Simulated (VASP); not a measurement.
## WS2 (Tungstenite): phonons from a supercell

How does the lattice of WS2 (Tungstenite) vibrate? The start is a cell from a database of measured crystal structures.

Method: PBEsol, no spin polarisation; plane waves and PAW (W, S), in VASP 6.6.1.

Most raw output is cut from this account.

The database entry behind the starting cell differs from later determinations by our own check (an axis about 1.4 % long against later determinations), so it need not match the best structure at ambient conditions.

## Step 1: Starting point

It takes space group P6_3/mmc (No. 194, hexagonal). Conventional cell: a = 3.180 Å, b = 3.180 Å, c = 12.500 Å, α = 90.00°, β = 90.00°, γ = 120.00°. W has 6 S at 2.41 Å nearest. Nearest to S lie 3 W at 2.41 Å. Farther neighbours and most contacts between anions are not listed.

## Step 2: Relax the host

Cell and atoms are relaxed first, so that later runs start from this functional's own cell.

Contents of INCAR:

```
SYSTEM = WS2
PREC = Accurate
ENCUT = 350
EDIFF = 1E-06
NELM = 120
ISMEAR = 0
SIGMA = 0.05
LREAL = .FALSE.
ALGO = Normal
GGA = PS
NBANDS = 24
LASPH = .TRUE.
LORBIT = 11
LWAVE = .FALSE.
LCHARG = .FALSE.
KPAR = 4
IBRION = 2
NSW = 40
ISIF = 3
EDIFFG = -0.02
POTIM = 0.4
```

Contents of POSCAR:

```
WS2
1.0
    3.1800000000      0.0000000000      0.0000000000
   -1.5900000000      2.7539607840      0.0000000000
    0.0000000000      0.0000000000     12.5000000000
W S
2 4
Direct
    0.6666666667      0.3333333333      0.7500000000
    0.3333333333      0.6666666667      0.2500000000
    0.6666666667      0.3333333333      0.3750000000
    0.3333333333      0.6666666667      0.8750000000
    0.6666666667      0.3333333333      0.1250000000
    0.3333333333      0.6666666667      0.6250000000
```

Contents of KPOINTS:

```
Automatic mesh
0
Gamma
7 7 2
0 0 0
```

Potentials, in the order of the species: W and S (PBE family, release 64).

The run is started by

```console
$ mpirun -np 4 vasp_std
```

Wall time 37 s (4 MPI ranks of AMD EPYC 7R43, shared host); peak memory 0.62 GiB; 2.1 min of CPU time.

This run has no spin polarisation, so a moment on W, if there is one, isn't seen. The gap is read on the k-mesh alone, so it is an upper bound where the band edges lie off the mesh. The PAW data sets were made with PBE, which is usual practice but a small mismatch for other functionals. The data set W keeps the semicore shell frozen, which is cheaper and a little less accurate. The run keeps the 24 symmetry operations of its start, so it cannot find a distortion of lower symmetry.

Relaxation path:

| step | energy less that of the first step (eV) | largest force (eV/Å) | pressure (GPa) | volume (Å³) |
| --- | --- | --- | --- | --- |
| 1 | 0.0000 | 0.1827 | -3.27 | 109.47 |
| 2 | 0.0155 | 0.6511 | 5.11 | 104.82 |
| 3 | -0.0261 | 0.1736 | 0.23 | 107.37 |
| 4 | -0.0327 | 0.0244 | 0.00 | 107.10 |
| 5 | -0.0327 | 0.0096 | 0.02 | 107.12 |

| conventional cell, symmetrised | before | after | change |
| --- | --- | --- | --- |
| a (Å) | 3.180 | 3.141 | -1.2 % |
| b (Å) | 3.180 | 3.141 | -1.2 % |
| c (Å) | 12.500 | 12.533 | +0.3 % |
| volume (Å³/atom) | 18.24 | 17.85 | -2.2 % |

The relaxed structure:

```xyz
6
Lattice="3.1415 0.0000 0.0000 -1.5707 2.7206 0.0000 0.0000 0.0000 12.5330" Properties=species:S:1:pos:R:3 pbc="T T T"
W     1.5707    0.9069    9.3997
W     0.0000    1.8137    3.1332
S     1.5707    0.9069    4.7015
S     0.0000    1.8137   10.9680
S     1.5707    0.9069    1.5650
S     0.0000    1.8137    7.8315
```

This step gave:

| Property | Result |
| --- | --- |
| electronic cycles | 43 |
| electrons | 36 |
| free energy (TOTEN) | -50.6646 eV |
| Fermi energy | 6.360 eV |
| pressure | 0.01810 GPa |
| labelled metallic, from the levels on this mesh | no |
| gap on the k-mesh | 1.160 eV |
| least direct gap on the k-mesh | 2.400 eV |

The run ended after 5 ionic steps, 0.033 eV below its first step, once forces and stress met EDIFFG = -0.02.

## Step 3: Tight relaxation

Force constants are second derivatives, so residual forces and stress must first be far smaller than in an ordinary relaxation. Mesh differs from the relaxation before, which can move the cell too.

Contents of INCAR:

```
SYSTEM = WS2
PREC = Accurate
ENCUT = 350
EDIFF = 1E-08
NELM = 120
ISMEAR = 0
SIGMA = 0.05
LREAL = .FALSE.
ALGO = Fast
GGA = PS
NBANDS = 24
LASPH = .TRUE.
LORBIT = 11
LWAVE = .FALSE.
LCHARG = .FALSE.
KPAR = 4
IBRION = 1
NSW = 30
ISIF = 3
EDIFFG = -0.002
POTIM = 0.4
```

Contents of POSCAR:

```
WS2
1.0
    3.1414702973      0.0000000000      0.0000000000
   -1.5707351487      2.7205930827      0.0000000000
    0.0000000000      0.0000000000     12.5329757083
W S
2 4
Direct
    0.6666666667      0.3333333333      0.7500000000
    0.3333333333      0.6666666667      0.2500000000
    0.6666666667      0.3333333333      0.3751306932
    0.3333333333      0.6666666667      0.8751306932
    0.6666666667      0.3333333333      0.1248693068
    0.3333333333      0.6666666667      0.6248693068
```

Contents of KPOINTS:

```
Automatic mesh
0
Gamma
10 10 3
0 0 0
```

The run is started by

```console
$ mpirun -np 4 vasp_std
```

It took 99 s on 4 MPI ranks; peak memory 0.69 GiB; 5.8 min of CPU time.

Relaxation path:

| step | energy less that of the first step (eV) | largest force (eV/Å) | pressure (GPa) | volume (Å³) |
| --- | --- | --- | --- | --- |
| 1 | 0.0000 | 0.0081 | 0.00 | 107.12 |
| 2 | 0.0000 | 0.0070 | 0.03 | 107.12 |
| 3 | 0.0000 | 0.0099 | 0.00 | 107.15 |
| 4 | -0.0001 | 0.0028 | 0.05 | 107.18 |
| 5 | 0.0000 | 0.0001 | 0.08 | 107.11 |
| 6 | -0.0001 | 0.0007 | 0.04 | 107.29 |
| 7 | -0.0002 | 0.0004 | 0.01 | 107.44 |
| 8 | -0.0002 | 0.0013 | 0.01 | 107.55 |

| conventional cell, symmetrised | before | after | change |
| --- | --- | --- | --- |
| a (Å) | 3.141 | 3.141 | -0.0 % |
| b (Å) | 3.141 | 3.141 | -0.0 % |
| c (Å) | 12.533 | 12.587 | +0.4 % |
| volume (Å³/atom) | 17.85 | 17.93 | +0.4 % |

The relaxed structure:

```xyz
6
Lattice="3.1411 0.0000 0.0000 -1.5706 2.7203 0.0000 0.0000 0.0000 12.5869" Properties=species:S:1:pos:R:3 pbc="T T T"
W     1.5706    0.9068    9.4402
W     0.0000    1.8135    3.1467
S     1.5706    0.9068    4.7149
S     0.0000    1.8135   11.0083
S     1.5706    0.9068    1.5786
S     0.0000    1.8135    7.8721
```

Numbers from this step:

| Item | Value |
| --- | --- |
| electronic cycles | 88 |
| free energy (TOTEN) | -50.6608 eV |
| Fermi energy | 6.266 eV |
| pressure | 0.01076 GPa |
| gap on the k-mesh | 1.154 eV |
| least direct gap on the k-mesh | 2.204 eV |

The run ended after 8 ionic steps, 0.000 eV below its first step, once forces and stress met EDIFFG = -0.002.

## Step 4: Born charges and dielectric tensor

In a polar insulator long-range dipole fields split longitudinal from transverse optical modes; these two tensors supply that term.

Contents of INCAR:

```
SYSTEM = WS2
PREC = Accurate
ENCUT = 350
EDIFF = 1E-08
NELM = 120
ISMEAR = 0
SIGMA = 0.05
LREAL = .FALSE.
ALGO = Normal
GGA = PS
NBANDS = 24
LASPH = .TRUE.
LWAVE = .FALSE.
LCHARG = .FALSE.
KPAR = 4
LEPSILON = .TRUE.
```

Contents of POSCAR:

```
WS2
1.0
    3.1411446459      0.0000000000      0.0000000000
   -1.5705723230      2.7203110603      0.0000000000
    0.0000000000      0.0000000000     12.5869452265
W S
2 4
Direct
    0.6666666667      0.3333333333      0.7500000000
    0.3333333333      0.6666666667      0.2500000000
    0.6666666667      0.3333333333      0.3745836257
    0.3333333333      0.6666666667      0.8745836257
    0.6666666667      0.3333333333      0.1254163743
    0.3333333333      0.6666666667      0.6254163743
```

Contents of KPOINTS:

```
Automatic mesh
0
Gamma
10 10 2
0 0 0
```

The run is started by

```console
$ mpirun -np 4 vasp_std
```

Wall time 3.8 min (4 MPI ranks); peak memory 1.3 GiB.

Energies printed during the response cycles are not total energies of the cell. The dielectric response converges more slowly with the mesh than energies do, so tensor and charges may still move on a finer one.

Numbers from this step:

| Quantity | Value |
| --- | --- |
| pressure | 0.02083 GPa |

Electronic dielectric tensor with local fields:

```
13.37  0.00  0.00
 0.00 13.37  0.00
 0.00  0.00  5.78
```

Born effective charge (e), principal values of the symmetric part by kind of site:

| atom | atoms with these values | low | middle | high | mean |
| --- | --- | --- | --- | --- | --- |
| W1 | 2 | -0.6728 | -0.6728 | -0.4320 | -0.5925 |
| S3 | 4 | 0.2160 | 0.3364 | 0.3364 | 0.2963 |

In full for W1:

```
-0.6728  0.0000  0.0000
 0.0000 -0.6728  0.0000
 0.0000  0.0000 -0.4320
```

## Step 5: Force constants in the supercell

System of this step: WS2 (Tungstenite). The cell holds 54 atoms: 18 W and 36 S. Its edges and angles: a = 9.423 Å, b = 9.423 Å, c = 12.587 Å, α = 90.0°, β = 90.0°, γ = 120.0°. It derives from WS2 (Tungstenite).

Each independent atom is moved by 0.015 Å both ways; the forces give the force constants out to half the supercell.

Contents of INCAR:

```
SYSTEM = WS2
PREC = Accurate
ENCUT = 350
EDIFF = 1E-07
NELM = 120
ISMEAR = 0
SIGMA = 0.05
LREAL = Auto
ALGO = Fast
GGA = PS
NBANDS = 200
LASPH = .TRUE.
LWAVE = .FALSE.
LCHARG = .FALSE.
KPAR = 4
IBRION = 6
NSW = 1
NFREE = 2
POTIM = 0.015
ISIF = 0
ADDGRID = .TRUE.
```

Contents of POSCAR:

```
WS2
1.0
    9.4234339377      0.0000000000      0.0000000000
   -4.7117169690      8.1609331809      0.0000000000
    0.0000000000      0.0000000000     12.5869452265
W S
18 36
Direct
    0.2222222222      0.1111111111      0.7500000000
    0.2222222222      0.4444444444      0.7500000000
    0.2222222222      0.7777777778      0.7500000000
    0.5555555556      0.1111111111      0.7500000000
    0.5555555556      0.4444444444      0.7500000000
    0.5555555556      0.7777777778      0.7500000000
    0.8888888889      0.1111111111      0.7500000000
    0.8888888889      0.4444444444      0.7500000000
    0.8888888889      0.7777777778      0.7500000000
    0.1111111111      0.2222222222      0.2500000000
    0.1111111111      0.5555555556      0.2500000000
    0.1111111111      0.8888888889      0.2500000000
    0.4444444444      0.2222222222      0.2500000000
    0.4444444444      0.5555555556      0.2500000000
    0.4444444444      0.8888888889      0.2500000000
    0.7777777778      0.2222222222      0.2500000000
    0.7777777778      0.5555555556      0.2500000000
    0.7777777778      0.8888888889      0.2500000000
    0.2222222222      0.1111111111      0.3745836257
    0.2222222222      0.4444444444      0.3745836257
    0.2222222222      0.7777777778      0.3745836257
    0.5555555556      0.1111111111      0.3745836257
    0.5555555556      0.4444444444      0.3745836257
    0.5555555556      0.7777777778      0.3745836257
    0.8888888889      0.1111111111      0.3745836257
    0.8888888889      0.4444444444      0.3745836257
    0.8888888889      0.7777777778      0.3745836257
    0.1111111111      0.2222222222      0.8745836257
    0.1111111111      0.5555555556      0.8745836257
    0.1111111111      0.8888888889      0.8745836257
    0.4444444444      0.2222222222      0.8745836257
    0.4444444444      0.5555555556      0.8745836257
    0.4444444444      0.8888888889      0.8745836257
    0.7777777778      0.2222222222      0.8745836257
    0.7777777778      0.5555555556      0.8745836257
    0.7777777778      0.8888888889      0.8745836257
    0.2222222222      0.1111111111      0.1254163743
    0.2222222222      0.4444444444      0.1254163743
    0.2222222222      0.7777777778      0.1254163743
    0.5555555556      0.1111111111      0.1254163743
    0.5555555556      0.4444444444      0.1254163743
    0.5555555556      0.7777777778      0.1254163743
    0.8888888889      0.1111111111      0.1254163743
    0.8888888889      0.4444444444      0.1254163743
    0.8888888889      0.7777777778      0.1254163743
    0.1111111111      0.2222222222      0.6254163743
    0.1111111111      0.5555555556      0.6254163743
    0.1111111111      0.8888888889      0.6254163743
    0.4444444444      0.2222222222      0.6254163743
    0.4444444444      0.5555555556      0.6254163743
    0.4444444444      0.8888888889      0.6254163743
    0.7777777778      0.2222222222      0.6254163743
    0.7777777778      0.5555555556      0.6254163743
    0.7777777778      0.8888888889      0.6254163743
```

Contents of KPOINTS:

```
Automatic mesh
0
Gamma
2 2 2
0 0 0
```

The run is started by

```console
$ mpirun -np 4 vasp_std
```

Run time: 40 min. Hardware: 4 MPI ranks; peak memory 6.6 GiB; 2.6 h of CPU time.

The last energy, forces, stress and levels in OUTCAR belong to the last displaced cell, not to the cell of POSCAR.

Numbers from this step:

| Quantity | Value |
| --- | --- |
| electrons | 324 |
| lowest frequency | -4.69e-6 cm⁻¹ |
| highest frequency | 440.4 cm⁻¹ |
| dynamically stable | yes |
| zero point energy | 52.99 meV/atom |
| heat capacity 300 | 21.02 J/K/mol of atoms |
| entropy 300 | 22.44 J/K/mol of atoms |

With the long-range dipole term. The phonon branches at the labelled points (cm⁻¹):

| point | branch 1 | branch 2 | branch 3 | branch 4 | branch 15 | branch 16 | branch 17 | branch 18 |
| --- | --- | --- | --- | --- | --- | --- | --- | --- |
| Γ | 0 | 0 | 0 | 29 | 421 | 423 | 438 | 440 |
| 0.53 of the way | 88 | 91 | 101 | 104 | 395 | 397 | 414 | 416 |
| M | 136 | 137 | 142 | 146 | 374 | 375 | 407 | 407 |
| 0.53 of the way | 144 | 144 | 145 | 148 | 370 | 371 | 401 | 401 |
| K | 144 | 144 | 151 | 151 | 364 | 366 | 397 | 397 |
| 0.47 of the way | 102 | 105 | 118 | 120 | 385 | 386 | 411 | 413 |
| Γ | 0 | 0 | 0 | 29 | 421 | 423 | 438 | 440 |
| 0.47 of the way | 10 | 10 | 13 | 27 | 422 | 423 | 439 | 440 |
| A | 21 | 21 | 21 | 21 | 422 | 422 | 440 | 440 |
| 0.47 of the way | 77 | 77 | 93 | 93 | 404 | 404 | 417 | 417 |
| L | 136 | 136 | 144 | 144 | 374 | 374 | 407 | 407 |
| 0.53 of the way | 144 | 144 | 147 | 147 | 370 | 370 | 401 | 401 |
| H | 144 | 144 | 151 | 151 | 365 | 365 | 397 | 397 |
| 0.53 of the way | 90 | 90 | 108 | 108 | 395 | 395 | 415 | 415 |
| A | 21 | 21 | 21 | 21 | 422 | 422 | 440 | 440 |
| jump to L | 136 | 136 | 144 | 144 | 374 | 374 | 407 | 407 |
| 0.47 of the way | 136 | 137 | 142 | 145 | 374 | 375 | 407 | 407 |
| M | 136 | 137 | 142 | 146 | 374 | 375 | 407 | 407 |
| jump to K | 144 | 144 | 151 | 151 | 364 | 366 | 397 | 397 |
| 0.47 of the way | 144 | 144 | 151 | 151 | 365 | 366 | 397 | 397 |
| H | 144 | 144 | 151 | 151 | 365 | 365 | 397 | 397 |

The phonon density of states has structure finer than the step of the table below, so its rows give means over 10 cm⁻¹, whole bins alone (the curve runs from -19.5 to 466 cm⁻¹). Peaks (cm⁻¹: height): 143.3: 0.138, 175.3: 0.0902, 352.8: 0.325, 368.8: 0.203, 407.5: 0.116.

Phonon density of states against frequency; means over each step:

| frequency (cm⁻¹) | phonon density of states (states/cm⁻¹/cell) |
| --- | --- |
| -10 | 0 |
| 0 | 3.3e-5 |
| 10 | 7.3e-4 |
| 20 | 0.00273 |
| 30 | 0.00721 |
| 40 | 0.0120 |
| 50 | 0.0133 |
| 60 | 0.0150 |
| 70 | 0.0179 |
| 80 | 0.0202 |
| 90 | 0.0242 |
| 100 | 0.0279 |
| 110 | 0.0346 |
| 120 | 0.0443 |
| 130 | 0.0666 |
| 140 | 0.119 |
| 150 | 0.0565 |
| 160 | 0.0247 |
| 170 | 0.0565 |
| 180 | 0.0543 |
| 190 | 0.00252 |
| 200 | 0 |
| 210 | 0 |
| 220 | 0 |
| 230 | 0 |
| 240 | 0 |
| 250 | 0 |
| 260 | 0 |
| 270 | 0 |
| 280 | 0 |
| 290 | 1.8e-4 |
| 300 | 0.0204 |
| 310 | 0.0443 |
| 320 | 0.0583 |
| 330 | 0.0711 |
| 340 | 0.0724 |
| 350 | 0.257 |
| 360 | 0.193 |
| 370 | 0.175 |
| 380 | 0.0383 |
| 390 | 0.0195 |
| 400 | 0.0700 |
| 410 | 0.102 |
| 420 | 0.0621 |
| 430 | 0.0122 |
| 440 | 0.00425 |
| 450 | 2.5e-5 |

The heat capacity at constant volume by temperature:

| temperature (K) | heat capacity at constant volume (J/K/mol of atoms) |
| --- | --- |
| 0 | 0 |
| 50 | 3.25 |
| 100 | 8.78 |
| 150 | 13.9 |
| 200 | 17.4 |
| 250 | 19.6 |
| 275 | 20.4 |
| 325 | 21.5 |
| 375 | 22.3 |
| 425 | 22.8 |
| 475 | 23.2 |
| 525 | 23.5 |
| 575 | 23.8 |
| 625 | 23.9 |
| 675 | 24.1 |
| 725 | 24.2 |
| 750 | 24.2 |
| 800 | 24.3 |
| 850 | 24.4 |
| 900 | 24.4 |
| 950 | 24.5 |
| 1000 | 24.5 |

The vibrational entropy by temperature:

| temperature (K) | vibrational entropy (J/K/mol of atoms) |
| --- | --- |
| 0 | 0 |
| 25 | 0.317 |
| 75 | 3.40 |
| 100 | 5.49 |
| 150 | 10.1 |
| 175 | 12.4 |
| 200 | 14.6 |
| 250 | 18.7 |
| 275 | 20.6 |
| 300 | 22.4 |
| 350 | 25.8 |
| 375 | 27.3 |
| 425 | 30.1 |
| 450 | 31.4 |
| 475 | 32.7 |
| 525 | 35.0 |
| 550 | 36.1 |
| 575 | 37.2 |
| 625 | 39.2 |
| 650 | 40.1 |
| 700 | 41.9 |
| 725 | 42.7 |
| 750 | 43.5 |
| 800 | 45.1 |
| 825 | 45.9 |
| 850 | 46.6 |
| 900 | 48.0 |
| 925 | 48.7 |
| 975 | 49.9 |
| 1000 | 50.6 |

## Step 6: Outcome

| Property | Result |
| --- | --- |
| highest frequency | 440 cm⁻¹ |
| lowest frequency | -4.7e-6 cm⁻¹ |
| zero point energy | 53.0 meV/atom |
| heat capacity 300 | 21.0 J/K/mol of atoms |
| entropy 300 | 22.4 J/K/mol of atoms |

In words: The spectrum reaches 440 cm⁻¹, and its lowest point lies at 0 cm⁻¹. The crystal is layered and no dispersion term is used, so the spacing and binding between its layers, and what hangs on them, are unreliable. No mode is imaginary, so the structure is a local minimum as far as this supercell can tell. Frequencies between the wave vectors that fit the supercell are interpolated.

[Lines on the potential files, build, host, timing and source positions are cut from VASP's logs without a mark.]

[Logs are printed without paths, hosts, clocks, repeated set-up lines and the standing remarks that a program may print on its own settings, such as how far it seeks lower states.]

[Hosts, paths, dates, database ids (printed as entryN), source tags and the programs' standing remarks are cut or masked in the printed files.]

[Runs that stopped without an error message from VASP are left out.]
